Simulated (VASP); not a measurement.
# 2H-WS2 monolayer and its bilayer, part 3 of 9

Aim: relax 2H-WS2 monolayer, place its levels against the vacuum, then find how two sheets stack and bind.

VASP 6.6.1, plane waves and PAW; the level of theory is named at each step.

So far. Step 2 (Relaxing the monolayer): The run ended after 3 ionic steps, 0.004 eV below its first step, once forces and stress met EDIFFG = -0.015. Step 3 (A second relaxation): The start already met the threshold, so nothing moved.

## (4) Vacuum level and density of states

Level of this step: r2SCAN with rVV10, no spin polarisation; plane waves and PAW (W, S) (VASP).

A static run writes the electrostatic potential without exchange and correlation (LVHAR), which is flat in the vacuum and gives the level to count from. The dipole correction cancels the field that unlike faces would set up across the vacuum.

Contents of INCAR:

```
SYSTEM = WS2
PREC = Normal
ENCUT = 350
EDIFF = 1E-06
NELM = 120
ISMEAR = 0
SIGMA = 0.03
LREAL = .FALSE.
ALGO = Normal
METAGGA = R2SCAN
LUSE_VDW = .TRUE.
IVDW_NL = 2
BPARAM = 11.95
CPARAM = 0.0093
LASPH = .TRUE.
NBANDS = 15
LORBIT = 11
LWAVE = .FALSE.
LCHARG = .TRUE.
IDIPOL = 3
LDIPOL = .TRUE.
DIPOL = 0.5 0.5 0.5
LVHAR = .TRUE.
LVACPOTAV = .TRUE.
NEDOS = 1500
LELF = .TRUE.
```

Contents of POSCAR:

```
WS2
1.0
    3.1653557394      0.0000000000      0.0000000000
   -1.5826778697      2.7412784823      0.0000000000
    0.0000000000      0.0000000000     22.0000000000
W S
1 2
Direct
    0.3333333333      0.6666666667      0.5000000000
    0.6666666667      0.3333333333      0.4290157804
    0.6666666667      0.3333333333      0.5709842196
```

Contents of KPOINTS:

```
Automatic mesh
0
Gamma
12 12 1
0 0 0
```

Contents of KPOINTS_OPT:

```
Line mode
14
Line-mode
Reciprocal
  0.00000000   0.00000000   0.00000000 GAMMA
  0.50000000   0.00000000   0.00000000 M

  0.50000000   0.00000000   0.00000000 M
  0.33333333   0.33333333   0.00000000 K

  0.33333333   0.33333333   0.00000000 K
  0.00000000   0.00000000   0.00000000 GAMMA
```

The projector-augmented-wave data sets are W and S (PBE family, release 64).

Command:

```sh
> mpirun -np 4 vasp_std
```

Output:

```text
[banner, memory and clock lines left out]
running    4 mpi-ranks, on    1 nodes
 distrk:  each k-point on    4 cores,    1 groups
 distr:  one band on    1 cores,    4 groups

 POSCAR found type information on POSCAR W S
 POSCAR found :  2 types and       3 ions
 [... a notice as in an earlier step ...]

 [... a notice as in an earlier step ...]

 LDA part: xc-table for (None), standard interpolation
|                                                                             |
|           W    W    AA    RRRRR   N    N  II  N    N   GGGG   !!!           |
|           W    W   A  A   R    R  NN   N  II  NN   N  G    G  !!!           |
|           W    W  A    A  R    R  N N  N  II  N N  N  G       !!!           |
|           W WW W  AAAAAA  RRRRR   N  N N  II  N  N N  G  GGG   !            |
|           WW  WW  A    A  R   R   N   NN  II  N   NN  G    G                |
|           W    W  A    A  R    R  N    N  II  N    N   GGGG   !!!           |
|                                                                             |
|     The number of bands has been changed from the values supplied in        |
|     The orbitals not found in the WAVECAR file will be initialized with     |
|     random numbers, which is usually adequate. For correlated               |
|     calculations, however, you should redo the groundstate calculation.     |
|     I found NBANDS = 15. Now, NBANDS = 16.                                  |
|                                                                             |

 POSCAR, INCAR and KPOINTS ok, starting setup
 FFT: planning ... GRIDC
 FFT: planning ... GRID_SOFT
 FFT: planning ... GRID
 WAVECAR not read
 entering main loop
       N       E                     dE             d eps       ncg     rms          rms(c)
Total rVV10 correction in eV:      0.5099638    23.6031916
DAV:   1     0.606496936593E+02    0.60650E+02   -0.52978E+03   608   0.620E+02
DAV:   2    -0.613415751609E+02   -0.12199E+03   -0.11335E+03   960   0.157E+02
DAV:   3    -0.728166710984E+02   -0.11475E+02   -0.11360E+02   864   0.577E+01
DAV:   4    -0.730087473798E+02   -0.19208E+00   -0.19167E+00   768   0.899E+00
DAV:   5    -0.730136723807E+02   -0.49250E-02   -0.49233E-02   896   0.132E+00    0.268E+01
Total rVV10 correction in eV:      0.5116571    23.6042194
DAV:   6    -0.697247809674E+02    0.32889E+01   -0.34594E+00   888   0.131E+01    0.135E+01
Total rVV10 correction in eV:      0.5064652    23.6053705
DAV:   7    -0.696716950200E+02    0.53086E-01   -0.99864E-01   824   0.848E+00    0.679E+00
Total rVV10 correction in eV:      0.5086802    23.6053360
DAV:   8    -0.696110301345E+02    0.60665E-01   -0.20275E-01   808   0.349E+00    0.514E-01
Total rVV10 correction in eV:      0.5105396    23.6050596
DAV:   9    -0.696123345588E+02   -0.13044E-02   -0.25182E-02   728   0.116E+00    0.465E-01
Total rVV10 correction in eV:      0.5119584    23.6049205
DAV:  10    -0.696131145940E+02   -0.78004E-03   -0.67954E-03   768   0.504E-01    0.228E-01
Total rVV10 correction in eV:      0.5122834    23.6048234
DAV:  11    -0.696134678441E+02   -0.35325E-03   -0.39835E-04   840   0.142E-01    0.224E-01
Total rVV10 correction in eV:      0.5136293    23.6044965
DAV:  12    -0.696144228232E+02   -0.95498E-03   -0.52266E-04   672   0.152E-01    0.826E-02
Total rVV10 correction in eV:      0.5135761    23.6044447
DAV:  13    -0.696144102683E+02    0.12555E-04   -0.88115E-05   784   0.616E-02    0.306E-02
Total rVV10 correction in eV:      0.5145601    23.6039451
DAV:  14    -0.696150549528E+02   -0.64468E-03   -0.31643E-04   680   0.101E-01    0.545E-02
Total rVV10 correction in eV:      0.5148001    23.6037431
DAV:  15    -0.696152192450E+02   -0.16429E-03   -0.24152E-05   760   0.323E-02    0.389E-02
Total rVV10 correction in eV:      0.5150050    23.6035051
DAV:  16    -0.696154003435E+02   -0.18110E-03   -0.40453E-05   712   0.345E-02    0.147E-02
Total rVV10 correction in eV:      0.5150799    23.6033252
DAV:  17    -0.696154986955E+02   -0.98352E-04   -0.35421E-05   752   0.335E-02    0.756E-03
Total rVV10 correction in eV:      0.5150800    23.6032429
DAV:  18    -0.696155360972E+02   -0.37402E-04   -0.95425E-06   784   0.158E-02    0.709E-03
Total rVV10 correction in eV:      0.5150716    23.6032023
DAV:  19    -0.696155513180E+02   -0.15221E-04   -0.29001E-06   744   0.105E-02    0.249E-03
Total rVV10 correction in eV:      0.5150688    23.6031956
DAV:  20    -0.696155540645E+02   -0.27466E-05   -0.32813E-07   680   0.448E-03    0.252E-03
Total rVV10 correction in eV:      0.5150670    23.6031954
DAV:  21    -0.696155540019E+02    0.62672E-07   -0.19179E-07   528   0.413E-03
|                                                                             |
|           W    W    AA    RRRRR   N    N  II  N    N   GGGG   !!!           |
|           W    W   A  A   R    R  NN   N  II  NN   N  G    G  !!!           |
|           W    W  A    A  R    R  N N  N  II  N N  N  G       !!!           |
|           W WW W  AAAAAA  RRRRR   N  N N  II  N  N N  G  GGG   !            |
|           WW  WW  A    A  R   R   N   NN  II  N   NN  G    G                |
|           W    W  A    A  R    R  N    N  II  N    N   GGGG   !!!           |
|                                                                             |
|     Did not find any points to average over, which means that no vacuum     |
|     field-free region was found. Please increase the size of  your cell     |
|     in the dimension of the dipole correction to obtain accurate            |
|     workfunction values.                                                    |
|                                                                             |

Total rVV10 correction in eV:      0.5150653    23.6032000
Total rVV10 correction in eV:      0.5150661    23.6031977
   1 F= -.69615554E+02 E0= -.69615554E+02  d E =-.232845E-11
 Start KPOINTS_OPT (optional k-point list driver)
k-point batch [1-19\42]
       N       E                     dE             ncg
DAV:   1    -0.401118829648E+03   -0.67473E+04      608
DAV:   2    -0.263880638978E+04   -0.22377E+04      960
DAV:   3    -0.284010432640E+04   -0.20130E+03      848
DAV:   4    -0.284310656065E+04   -0.30022E+01      752
DAV:   5    -0.284317213886E+04   -0.65578E-01      904
DAV:   6    -0.284317365070E+04   -0.15118E-02      840
DAV:   7    -0.284317370035E+04   -0.49655E-04      912
DAV:   8    -0.284317370256E+04   -0.22044E-05      720
DAV:   9    -0.284317370266E+04   -0.10610E-06      648
[...]
k-point batch [39-42\42]
       N       E                     dE             ncg
DAV:   1     0.694725538253E+04   -0.23077E+03      136
DAV:   2     0.655634287172E+04   -0.39091E+03      200
DAV:   3     0.651918199871E+04   -0.37161E+02      192
DAV:   4     0.651852761327E+04   -0.65439E+00      144
DAV:   5     0.651851514060E+04   -0.12473E-01      200
DAV:   6     0.651851497790E+04   -0.16270E-03      184
DAV:   7     0.651851497516E+04   -0.27415E-05      208
DAV:   8     0.651851497512E+04   -0.36499E-07      128
```

It took 64 s on 4 MPI ranks of Intel Xeon Platinum 8488C (Sapphire Rapids), shared host; peak memory 0.69 GiB; 4.2 min of CPU time.

Parts of OUTCAR (step 4):

```text
The static configuration has the point symmetry D_3h.

 Found     19 irreducible k-points:

   k-points           NKPTS =     19   k-points in BZ     NKDIM =     19   number of bands    NBANDS=     16

   NELECT =      18.0000    total number of electrons

 E-fermi :  -2.6015

 k-point     1 :       0.0000    0.0000    0.0000
  band No.  band energies     occupation
    ...
      5      -5.7488      2.00000
      6      -4.9677      2.00000
      7      -4.4492      2.00000
      8      -4.4492      2.00000
      9      -2.7709      2.00000
     10       0.4109      0.00000
     11       0.4110      0.00000
     12       0.5630      0.00000
     13       0.5630      0.00000
     14       2.9141      0.00000
    ...

 k-point     2 :       0.0833    0.0000    0.0000
  band No.  band energies     occupation
    ...
      5      -5.6306      2.00000
      6      -5.3956      2.00000
      7      -4.6377      2.00000
      8      -4.2308      2.00000
      9      -2.8324      2.00000
     10       0.2808      0.00000
     11       0.3244      0.00000
     12       0.4525      0.00000
     13       0.6326      0.00000
     14       3.1499      0.00000
    ...

  Total       -0.0039650     -0.0039650     -0.0269225     -0.0000000     -0.0000000      0.0000000
  in kB       -0.0332780     -0.0332780     -0.2259582     -0.0000000     -0.0000000      0.0000000
  external PRESSURE =      -0.0975047 kB  Pullay stress =       0.0000000 kB

 POSITION                                       TOTAL-FORCE (eV/Angst)
 -----------------------------------------------------------------------------------
     -0.00000      1.82752     11.00000        -0.000000     -0.000000      0.000000
      1.58268      0.91376      9.43835         0.000000      0.000000     -0.010893
      1.58268      0.91376     12.56165         0.000000     -0.000000      0.010893
 -----------------------------------------------------------------------------------
    total drift:                               -0.000002      0.000001      0.000000

  FREE ENERGIE OF THE ION-ELECTRON SYSTEM (eV)
  ---------------------------------------------------
  free  energy   TOTEN  =       -69.6155540019 eV

  energy  without entropy=      -69.6155540019  energy(sigma->0) =      -69.61555400

 vacuum level on the upper side and lower side of the slab         3.207         3.207

[... 9 parts as in an earlier step ...]

[... 5 further parts left out ...]
```

Numbers from this step:

```yaml
electronic_cycles: 21
fermi_energy: -2.602 eV
least_gap_on_mesh_and_path: 1.991 eV
least_direct_gap_on_mesh_and_path: 1.991 eV
vacuum_levels: 3.207, 3.207 eV
ionisation_potentials_of_the_upper_and_lower_face: 5.937, 5.937 eV
electron_affinities_of_the_upper_and_lower_face: 3.947, 3.947 eV
```

The electronic bands at the labelled points (eV, zero at the valence-band top; v1 is the highest filled band, c1 the lowest empty one):

| point | v4 | v3 | v2 | v1 | c1 | c2 | c3 | c4 |
| --- | --- | --- | --- | --- | --- | --- | --- | --- |
| Γ | -2.24 | -1.72 | -1.72 | -0.04 | 3.14 | 3.14 | 3.29 | 3.29 |
| 0.46 of the way | -2.73 | -2.24 | -1.67 | -0.77 | 2.50 | 2.79 | 3.37 | 4.29 |
| M | -3.61 | -2.27 | -1.34 | -0.97 | 3.05 | 3.51 | 4.46 | 5.04 |
| 0.46 of the way | -3.64 | -2.78 | -2.27 | -0.49 | 2.77 | 3.77 | 4.17 | 5.13 |
| K | -4.09 | -3.43 | -2.53 | 0.00 | 1.99 | 3.58 | 4.34 | 5.99 |
| 0.54 of the way | -3.50 | -2.35 | -1.40 | -0.85 | 2.23 | 2.94 | 3.19 | 4.75 |
| Γ | -2.24 | -1.72 | -1.72 | -0.04 | 3.14 | 3.14 | 3.29 | 3.29 |

Of the projections kept (W, S), the largest for each band there; the rest of the weight can lie on other orbitals:

| point | v4 | v3 | v2 | v1 | c1 | c2 | c3 | c4 |
| --- | --- | --- | --- | --- | --- | --- | --- | --- |
| Γ | S 0.88 | W 0.59 | W 0.59 | W 0.81 | W 0.55 | W 0.55 | S 0.57 | S 0.57 |
| M | W 0.58 | S 0.72 | S 0.79 | W 0.74 | W 0.97 | W 0.92 | W 0.65 | W 0.62 |
| K | S 0.61 | S 0.77 | S 0.64 | W 0.83 | W 0.95 | W 0.78 | W 0.81 | W 0.72 |
| Γ | S 0.88 | W 0.59 | W 0.59 | W 0.81 | W 0.55 | W 0.55 | S 0.57 | S 0.57 |

Zero at the Fermi level. Planar average of the electrostatic potential against height:

| height (Å) | planar average of the electrostatic potential (eV) |
| --- | --- |
| 0 | 5.81 |
| 1 | 5.81 |
| 2 | 5.81 |
| 3 | 5.81 |
| 4 | 5.81 |
| 5 | 5.81 |
| 6 | 5.81 |
| 7 | 5.79 |
| 8 | 5.27 |
| 9 | -6.99 |
| 10 | -7.75 |
| 11 | -9.75 |
| 12 | -7.75 |
| 13 | -6.99 |
| 14 | 5.27 |
| 15 | 5.79 |
| 16 | 5.81 |
| 17 | 5.81 |
| 18 | 5.81 |
| 19 | 5.81 |
| 20 | 5.81 |
| 21 | 5.81 |

Density of states in the PAW spheres, an atom over height of the layer and energy from the Fermi level.

Values in states/eV, 22 rows by 3 columns, each cell a mean:
```
0.00 0.00 0.00
0.01 0.07 0.01
0.09 0.72 0.09
0.17 1.12 0.17
0.16 1.13 0.16
0.42 0.32 0.42
0.62 0.51 0.62
0.81 1.05 0.81
0.30 0.63 0.30
0.35 0.73 0.35
0.43 0.89 0.43
0.64 1.13 0.64
0.21 0.36 0.21
0.67 1.21 0.67
0.32 0.51 0.32
0.21 0.32 0.21
0.38 0.84 0.38
0.39 0.84 0.39
0.19 0.37 0.19
0.02 0.03 0.02
0.00 0.00 0.00
0.00 0.00 0.00
```
Columns: height of the layer (Å) from 9.4 to 12.6; rows upwards: energy from the Fermi level (eV) from -7.9 to 0.5.

ELF in the ca plane at fractional y = 0.333, with atoms of S within 0.2 Å of it. It is the smooth field of the valence electrons, not physical close to the nuclei.

Values, 5 rows by 16 columns, each cell a mean:
```
0.00 0.00 0.00 0.00 0.00 0.37 0.84 0.79 0.51 0.49 0.79 0.84 0.44 0.00 0.00 0.00
0.00 0.00 0.00 0.00 0.06 0.62 0.92 0.55 0.51 0.49 0.55 0.92 0.52 0.03 0.00 0.00
0.00 0.00 0.00 0.00 0.00 0.40 0.82 0.79 0.50 0.48 0.78 0.83 0.40 0.00 0.00 0.00
0.00 0.00 0.00 0.00 0.00 0.06 0.25 0.43 0.25 0.24 0.43 0.26 0.12 0.01 0.00 0.00
0.00 0.00 0.00 0.00 0.00 0.09 0.25 0.44 0.25 0.24 0.44 0.25 0.04 0.01 0.00 0.00
```
Columns run along c (16.0 Å, from fractional 0.10 to 0.83 of the cell), rows up along a (3.2 Å). Atoms in or near the plane, at fractional coordinates: S at (0.43, 0.67), S at (0.57, 0.67).

Valence density in the ca plane at fractional y = 0.333, with atoms of S within 0.2 Å of it. It is the smooth field of the valence electrons, not physical close to the nuclei.

Ten even steps from '0' (0.0 e/Å³) to '9' (1.1 e/Å³), each cell a mean:
```
00000000000000000247874323478741000000000000
00000000000000001488796323697883100000000000
00000000000000001595187323781594100000000000
00000000000000001388896323698983100000000000
00000000000000000136764323467631000000000000
00000000000000000012222333222210000000000000
00000000000000000001112333211100000000000000
00000000000000000012333333333210000000000000
```
Columns run along c (16.0 Å, from fractional 0.10 to 0.83 of the cell), rows up along a (3.2 Å). Atoms in or near the plane, at fractional coordinates: S at (0.43, 0.67), S at (0.57, 0.67).

The map of layer states is cut here 0.5 eV above the Fermi level, so it leaves out the states above that.

The vacuum level lies 5.94 eV above the highest filled level at the upper face; both faces agree, as the slab has next to no dipole.

The program found no field-free point at its default tolerance, but its printed level agrees with the flat part of the planar average.

(Part 3 of 9 ends here.)

[Lines on the potential files, build, host, timing and source positions are cut from VASP's logs without a mark.]

[Logs are printed without paths, hosts, clocks, repeated set-up lines and the standing remarks that a program may print on its own settings, such as how far it seeks lower states.]

[Hosts, paths, dates, database ids (printed as entryN), source tags and the programs' standing remarks are cut or masked in the printed files.]

[Runs that stopped without an error message from VASP are left out.]
